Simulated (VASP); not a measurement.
# Band gap of Al2O3 (Corundum): cutoff, mesh and cell, part 2 of 2

How far does the LDA gap of Al2O3 (Corundum) depend on cutoff, mesh and cell? The starting structure is a measured crystal structure from the Crystallography Open Database. Cell and atoms stay as given unless a step says otherwise.

VASP 6.6.1.

Results so far: reference 6.208 eV; cell and atoms relaxed by LDA 6.401 eV.

**4. Bands with no band path**

Level of this step: LDA; plane waves and PAW (Al, O) (VASP).

Against step 2 the input has no band path (also changed: NBANDS).

The input, INCAR:

```
SYSTEM = Al2O3
PREC = Accurate
ENCUT = 460
EDIFF = 1E-06
NELM = 100
ISMEAR = 0
SIGMA = 0.03
LREAL = .FALSE.
ALGO = Normal
GGA = CA
NBANDS = 34
LORBIT = 11
LWAVE = .FALSE.
LCHARG = .FALSE.
KPAR = 8
```

The input, POSCAR:

```
Al2O3
1.0
    2.3794853470      1.3737965056      4.3321625829
   -2.3794853470      1.3737965056      4.3321625829
    0.0000000000     -2.7475930112      4.3321625829
Al O
4 6
Direct
    0.1500000000      0.1500000000      0.1500000000
    0.3500000000      0.3500000000      0.3500000000
    0.8500000000      0.8500000000      0.8500000000
    0.6500000000      0.6500000000      0.6500000000
    0.9500000000      0.2500000000      0.5500000000
    0.5500000000      0.9500000000      0.2500000000
    0.2500000000      0.5500000000      0.9500000000
    0.0500000000      0.7500000000      0.4500000000
    0.4500000000      0.0500000000      0.7500000000
    0.7500000000      0.4500000000      0.0500000000
```

The input, KPOINTS:

```
Automatic mesh
0
Gamma
6 6 6
0 0 0
```

Potentials, in the order of the species: Al and O (LDA family, release 64).

Started as:

```console
$ mpirun -np 8 vasp_std
```

Log:

```text
[... set-up lines as in an earlier step ...]
 entering main loop
       N       E                     dE             d eps       ncg     rms          rms(c)
DAV:   1     0.196657942192E+03    0.19666E+03   -0.23819E+04  2176   0.122E+03
DAV:   2    -0.804869036935E+02   -0.27714E+03   -0.26948E+03  2758   0.278E+02
DAV:   3    -0.913862940073E+02   -0.10899E+02   -0.10868E+02  2816   0.571E+01
DAV:   4    -0.914634498230E+02   -0.77156E-01   -0.77110E-01  2688   0.557E+00
[...]
DAV:  10    -0.830285405962E+02   -0.53902E-04   -0.62878E-04  2588   0.160E-01    0.799E-02
DAV:  11    -0.830285220113E+02    0.18585E-04   -0.16579E-04  2664   0.745E-02    0.333E-02
DAV:  12    -0.830285223327E+02   -0.32135E-06   -0.60785E-06  2716   0.165E-02
   1 F= -.83028522E+02 E0= -.83028522E+02  d E =-.522097E-16
```

Wall time 11 s (8 MPI ranks of AMD EPYC 7R43, shared host); peak memory 1.4 GiB; 82 s of CPU time.

Parts of OUTCAR (step 4):

```text
  Total       -2.3635852     -2.3635852     -2.1411422      0.0000000     -0.0000000      0.0000000
  in kB      -44.5677186    -44.5677186    -40.3733380      0.0000000     -0.0000000      0.0000000
  external PRESSURE =     -43.1695917 kB  Pullay stress =       0.0000000 kB

 POSITION                                       TOTAL-FORCE (eV/Angst)
 -----------------------------------------------------------------------------------
      0.00000      0.00000      1.94947         0.000000      0.000000     -0.584677
      0.00000      0.00000      4.54877         0.000000      0.000000      0.584677
      0.00000      0.00000     11.04701         0.000000      0.000000      0.584677
      0.00000      0.00000      8.44772         0.000000      0.000000     -0.584677
      1.66564      0.13738      7.58128        -0.358527     -0.620988      0.000000
     -0.95179      1.37380      7.58128         0.717055      0.000000     -0.000000
     -0.71385     -1.51118      7.58128        -0.358527      0.620988      0.000000
     -1.66564     -0.13738      5.41520         0.358527      0.620988      0.000000
      0.95179     -1.37380      5.41520        -0.717055      0.000000     -0.000000
      0.71385      1.51118      5.41520         0.358527     -0.620988      0.000000
 -----------------------------------------------------------------------------------
    total drift:                                0.000000      0.000000      0.000000

  FREE ENERGIE OF THE ION-ELECTRON SYSTEM (eV)
  ---------------------------------------------------
  free  energy   TOTEN  =       -83.0285223327 eV

  energy  without entropy=      -83.0285223327  energy(sigma->0) =      -83.02852233

[... 1 part as in an earlier step ...]

[... 2 further parts left out ...]
[key lines of the parts left out:]
E-fermi :   5.9534
```

With no band path the gap is 6.212 eV, +0.004 eV from the reference, read on the mesh alone.

**5. Bands with a cutoff of 640 eV**

Against step 2 the input has ENCUT = 640.

INCAR, as its differences from that of step 4:

```diff
@@ -2,3 +2,3 @@
 PREC = Accurate
-ENCUT = 460
+ENCUT = 640
 EDIFF = 1E-06
@@ -10,3 +10,3 @@
 GGA = CA
-NBANDS = 34
+NBANDS = 48
 LORBIT = 11
```

POSCAR is that of step 4.

KPOINTS is that of step 4.

The input, KPOINTS_OPT:

```
Line mode
8
Line-mode
Reciprocal
  0.00000000   0.00000000   0.00000000 GAMMA
  0.50000000   0.00000000   0.00000000 L

  0.50000000   0.00000000   0.00000000 L
  0.50000000   0.23370822  -0.23370822 B1

  0.76629178   0.50000000   0.23370822 B
  0.50000000   0.50000000   0.50000000 Z

  0.50000000   0.50000000   0.50000000 Z
  0.00000000   0.00000000   0.00000000 GAMMA

  0.00000000   0.00000000   0.00000000 GAMMA
  0.36685411   0.00000000  -0.36685411 X

  0.63314589   0.36685411   0.00000000 Q
  0.50000000   0.50000000   0.00000000 F

  0.50000000   0.50000000   0.00000000 F
  0.63314589   0.63314589   0.23370822 P1

  0.63314589   0.63314589   0.23370822 P1
  0.50000000   0.50000000   0.50000000 Z

  0.50000000   0.00000000   0.00000000 L
  0.76629178   0.36685411   0.36685411 P
```

Started as:

```console
$ mpirun -np 8 vasp_std
```

Log:

```text
[... set-up lines as in an earlier step ...]
 entering main loop
       N       E                     dE             d eps       ncg     rms          rms(c)
DAV:   1     0.211014388082E+03    0.21101E+03   -0.27180E+04  3072   0.112E+03
DAV:   2    -0.788567506963E+02   -0.28987E+03   -0.27867E+03  3696   0.256E+02
DAV:   3    -0.914010288084E+02   -0.12544E+02   -0.12474E+02  3784   0.481E+01
DAV:   4    -0.914784752510E+02   -0.77446E-01   -0.77435E-01  3464   0.424E+00
[...]
DAV:  10    -0.830386831888E+02   -0.92812E-04   -0.45948E-04  3408   0.103E-01    0.796E-02
DAV:  11    -0.830386705697E+02    0.12619E-04   -0.86595E-05  3544   0.489E-02    0.275E-02
DAV:  12    -0.830386702761E+02    0.29363E-06   -0.38919E-06  3520   0.112E-02
   1 F= -.83038670E+02 E0= -.83038670E+02  d E =-.199631E-22
 Start KPOINTS_OPT (optional k-point list driver)
k-point batch [1-32\72]
       N       E                     dE             ncg
DAV:   1     0.831327737870E+04   -0.25499E+05     3072
DAV:   2    -0.373373535776E+03   -0.86867E+04     3736
DAV:   3    -0.767457956049E+03   -0.39408E+03     3800
DAV:   4    -0.770089253400E+03   -0.26313E+01     3536
DAV:   5    -0.770115898665E+03   -0.26645E-01     3712
DAV:   6    -0.770116371269E+03   -0.47260E-03     3544
DAV:   7    -0.770116381177E+03   -0.99084E-05     3392
DAV:   8    -0.770116381554E+03   -0.37662E-06     2640
[...]
k-point batch [65-72\72]
       N       E                     dE             ncg
DAV:   1     0.387178224668E+05   -0.92330E+04      768
DAV:   2     0.365189581491E+05   -0.21989E+04      920
DAV:   3     0.364185060029E+05   -0.10045E+03      968
DAV:   4     0.364178274026E+05   -0.67860E+00      872
DAV:   5     0.364178204764E+05   -0.69262E-02      912
DAV:   6     0.364178203515E+05   -0.12493E-03      904
DAV:   7     0.364178203488E+05   -0.26751E-05      840
DAV:   8     0.364178203487E+05   -0.89451E-07      632
```

It took 54 s on 8 MPI ranks; peak memory 2.9 GiB.

Parts of OUTCAR (step 5):

```text
  Total       -2.1580468     -2.1580468     -1.9527747      0.0000000      0.0000000      0.0000000
  in kB      -40.6920900    -40.6920900    -36.8214842      0.0000000      0.0000000      0.0000000
  external PRESSURE =     -39.4018880 kB  Pullay stress =       0.0000000 kB

 POSITION                                       TOTAL-FORCE (eV/Angst)
 -----------------------------------------------------------------------------------
      0.00000      0.00000      1.94947        -0.000000     -0.000000     -0.582517
      0.00000      0.00000      4.54877        -0.000000     -0.000000      0.582517
      0.00000      0.00000     11.04701        -0.000000     -0.000000      0.582517
      0.00000      0.00000      8.44772        -0.000000     -0.000000     -0.582517
      1.66564      0.13738      7.58128        -0.355981     -0.616577     -0.000000
     -0.95179      1.37380      7.58128         0.711962     -0.000000     -0.000000
     -0.71385     -1.51118      7.58128        -0.355981      0.616577     -0.000000
     -1.66564     -0.13738      5.41520         0.355981      0.616577     -0.000000
      0.95179     -1.37380      5.41520        -0.711962     -0.000000     -0.000000
      0.71385      1.51118      5.41520         0.355981     -0.616577     -0.000000
 -----------------------------------------------------------------------------------
    total drift:                               -0.000000      0.000000      0.000000

  FREE ENERGIE OF THE ION-ELECTRON SYSTEM (eV)
  ---------------------------------------------------
  free  energy   TOTEN  =       -83.0386702761 eV

  energy  without entropy=      -83.0386702761  energy(sigma->0) =      -83.03867028

[... 1 part as in an earlier step ...]

[... 2 further parts left out ...]
[key lines of the parts left out:]
E-fermi :   5.9870
```

With a cutoff of 640 eV the gap is 6.209 eV, +0.001 eV from the reference.

**6. Bands with an 8×8×8 mesh**

Against step 2 the input has an 8×8×8 mesh.

INCAR, as its differences from that of step 5:

```diff
@@ -2,3 +2,3 @@
 PREC = Accurate
-ENCUT = 640
+ENCUT = 460
 EDIFF = 1E-06
```

POSCAR is that of step 5.

The input, KPOINTS:

```
Automatic mesh
0
Gamma
8 8 8
0 0 0
```

KPOINTS_OPT is that of step 5.

Started as:

```console
$ mpirun -np 8 vasp_std
```

Log:

```text
[... set-up lines as in an earlier step ...]
 entering main loop
       N       E                     dE             d eps       ncg     rms          rms(c)
DAV:   1     0.155947045006E+03    0.15595E+03   -0.22371E+04  6264   0.867E+02
DAV:   2    -0.819396815588E+02   -0.23789E+03   -0.22926E+03  7608   0.221E+02
DAV:   3    -0.914103002936E+02   -0.94706E+01   -0.94213E+01  7576   0.406E+01
DAV:   4    -0.914638060728E+02   -0.53506E-01   -0.53501E-01  7072   0.352E+00
[...]
DAV:  10    -0.830285926212E+02   -0.90904E-04   -0.44840E-04  6904   0.102E-01    0.809E-02
DAV:  11    -0.830285803926E+02    0.12229E-04   -0.86097E-05  7160   0.485E-02    0.276E-02
DAV:  12    -0.830285801096E+02    0.28298E-06   -0.39060E-06  7136   0.111E-02
   1 F= -.83028580E+02 E0= -.83028580E+02  d E =-.364933E-25
 Start KPOINTS_OPT (optional k-point list driver)
k-point batch [1-65\72]
       N       E                     dE             ncg
DAV:   1     0.138665854924E+05   -0.51700E+05     6240
DAV:   2    -0.934367598750E+03   -0.14801E+05     7664
DAV:   3    -0.156123850476E+04   -0.62687E+03     7672
DAV:   4    -0.156499689608E+04   -0.37584E+01     7200
DAV:   5    -0.156503678105E+04   -0.39885E-01     7488
DAV:   6    -0.156503749335E+04   -0.71230E-03     7328
DAV:   7    -0.156503750812E+04   -0.14771E-04     6736
DAV:   8    -0.156503750873E+04   -0.61597E-06     5288
k-point batch [66-72\72]
       N       E                     dE             ncg
DAV:   1     0.636400433216E+05   -0.72610E+04      672
DAV:   2     0.620471316099E+05   -0.15929E+04      840
DAV:   3     0.619788735615E+05   -0.68258E+02      800
DAV:   4     0.619784667871E+05   -0.40677E+00      752
DAV:   5     0.619784625396E+05   -0.42475E-02      824
DAV:   6     0.619784624636E+05   -0.75977E-04      760
DAV:   7     0.619784624620E+05   -0.15786E-05      752
DAV:   8     0.619784624619E+05   -0.62035E-07      536
```

The job ended after 55 s (8 MPI ranks; peak memory 2.9 GiB).

Parts of OUTCAR (step 6):

```text
  Total       -2.3508030     -2.3508030     -2.1307100     -0.0000000      0.0000000      0.0000000
  in kB      -44.3266978    -44.3266978    -40.1766282     -0.0000000      0.0000000      0.0000000
  external PRESSURE =     -42.9433413 kB  Pullay stress =       0.0000000 kB

 POSITION                                       TOTAL-FORCE (eV/Angst)
 -----------------------------------------------------------------------------------
      0.00000      0.00000      1.94947         0.000000      0.000000     -0.584743
      0.00000      0.00000      4.54877         0.000000      0.000000      0.584743
      0.00000      0.00000     11.04701         0.000000      0.000000      0.584743
      0.00000      0.00000      8.44772         0.000000      0.000000     -0.584743
      1.66564      0.13738      7.58128        -0.358544     -0.621017      0.000000
     -0.95179      1.37380      7.58128         0.717088      0.000000     -0.000000
     -0.71385     -1.51118      7.58128        -0.358544      0.621017      0.000000
     -1.66564     -0.13738      5.41520         0.358544      0.621017      0.000000
      0.95179     -1.37380      5.41520        -0.717088      0.000000     -0.000000
      0.71385      1.51118      5.41520         0.358544     -0.621017      0.000000
 -----------------------------------------------------------------------------------
    total drift:                                0.000000      0.000000      0.000000

  FREE ENERGIE OF THE ION-ELECTRON SYSTEM (eV)
  ---------------------------------------------------
  free  energy   TOTEN  =       -83.0285801096 eV

  energy  without entropy=      -83.0285801096  energy(sigma->0) =      -83.02858011

[... 1 part as in an earlier step ...]

[... 2 further parts left out ...]
[key lines of the parts left out:]
E-fermi :   6.0097
```

With an 8×8×8 mesh the gap is 6.207 eV, -0.001 eV from the reference.

**7. The runs compared**

```csv
run,gap (eV),change (eV),core minutes
reference,6.208,-,5.2
cell and atoms relaxed by LDA,6.401,0.193,4.53
no band path,6.212,0.004,1.47
a cutoff of 640 eV,6.209,0.001,7.2
an 8×8×8 mesh,6.207,-0.001,7.33
```

Core minutes are wall time times ranks of the run shown, on a shared host.

**8. What came out**

| Item | Value |
| --- | --- |
| reference gap | 6.208 eV |
| gap with cell and atoms relaxed by LDA | 6.401 eV |
| gap with no band path | 6.212 eV |
| gap with a cutoff of 640 eV | 6.209 eV |
| gap with an 8×8×8 mesh | 6.207 eV |

Among the runs that read a gap along the path, the one with cell and atoms relaxed by LDA moves it most, by +0.193 eV. On finer settings it changes by +0.001 eV with a cutoff of 640 eV and -0.001 eV with an 8×8×8 mesh. The functional's own error isn't tested here. Further runs on this material are not shown.

[Lines on the potential files, build, host, timing and source positions are cut from VASP's logs without a mark.]

[Logs are printed without paths, hosts, clocks, repeated set-up lines and the standing remarks that a program may print on its own settings, such as how far it seeks lower states.]

[Hosts, paths, dates, database ids (printed as entryN), source tags and the programs' standing remarks are cut or masked in the printed files.]
